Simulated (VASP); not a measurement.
```xyz
1
Lattice="-1.6375 1.6375 1.6375 1.6375 -1.6375 1.6375 1.6375 1.6375 -1.6375" Properties=species:S:1:pos:R:3 pbc="T T T"
Au     0.0000     0.0000     0.0000
```

All values below come from r2SCAN meta-GGA, VASP's PBE PAW potentials (set 64) (plane waves; VASP). Run with 400 eV cut-off, 17×17×17 Γ-centred mesh, tetrahedra with Blöchl corrections, potentials Au.

Q: Give the energies of bands 1 to 7 at the high-symmetry points, in eV from the Fermi level.

A: 
| band | Γ | H | N | P |
|---|---|---|---|---|
| 1 | -9.79 | -6.89 | -7.29 | -5.45 |
| 2 | -5.02 | -6.89 | -6.08 | -5.45 |
| 3 | -5.02 | -1.97 | -3.27 | -5.45 |
| 4 | -5.02 | -1.97 | -2.95 | -2.91 |
| 5 | -3.13 | -1.97 | -1.59 | -2.91 |
| 6 | -3.13 | 6.59 | -0.38 | 2.90 |
| 7 | 17.37 | 6.59 | 3.48 | 7.43 |

It has no gap at this level: it comes out as a metal or semimetal.

The structure comes from a computed database's Au entry (Im-3m); how it stands against other phases isn't given here. It was relaxed first.
